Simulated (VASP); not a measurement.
Runs of VASP 6.6.1 on Ge. The structure is cubic, space group Pm-3m (No. 221). Conventional cell: a = 2.536 Å, b = 2.536 Å, c = 2.536 Å, α = 90.00°, β = 90.00°, γ = 90.00°. Ge (site symmetry m-3m) is surrounded by 6 Ge at 2.54 Å. This isn't the form of Ge at room conditions, which is diamond.

```csv
spin,cell,k mesh,gap on the mesh (eV),pressure (GPa)
off,"Pm-3m, 16.31 Å³/atom",13 × 13 × 13,none,14.5
"non-collinear, zero start, SOC","Pm-3m, 18.54 Å³/atom",12 × 12 × 12,-,-0.1
off,"Pm-3m, 18.54 Å³/atom",19 × 19 × 19,none,-0.1
off,"Pm-3m, 20.02 Å³/atom",13 × 13 × 13,none,(a)
```

Alike in all rows: task single point; level LDA; potentials or basis VASP PAW LDA potentials, release 64 (Ge_d); cutoff (eV) 520; smearing fermi-dirac 0.1 eV.

Task: Fill in the values left out.

Result: (a) -5.3.

A k mesh can miss the band edges, and rows without SOC leave out spin-orbit coupling on Ge.

A gap of «none» marks a metal or a gap under the smearing width.
